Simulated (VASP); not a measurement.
Data:

```yaml
crystal:
  lattice:
    - [0.00000, 2.81336, 2.81336]
    - [2.81336, 0.00000, 2.81336]
    - [2.81336, 2.81336, 0.00000]
  atoms:
    - { symbol: Ca, position: [0.00000, 0.00000, 0.00000] }
    - { symbol: S, position: [0.50000, 0.50000, 0.50000] }
```

Method: LDA (Ceperley-Alder, Perdew-Zunger), VASP's LDA PAW potentials (set 64) (plane waves; VASP). Run with 520 eV cut-off, 8×8×8 Γ-centred mesh, Gaussian smearing of 0.050 eV, potentials Ca_sv S.

**Question.** Predict the energy per atom (σ→0), pressure, band gap (on the k-mesh) with the smallest direct gap where there is one.

**Answer.** 
| Quantity | Value |
|---|---|
| band gap (on the k-mesh) | 2.05 eV |
| smallest direct gap (on the k-mesh) | 2.90 eV |
| energy per atom (σ→0) | -5.713 eV/atom |
| pressure | -1.89 GPa |

Total energies compare only between runs with the same potentials, cut-off and functional.

The compound is CaS in the rock salt structure. This cell is one point of a volume scan, at 1.03 of the reference volume.
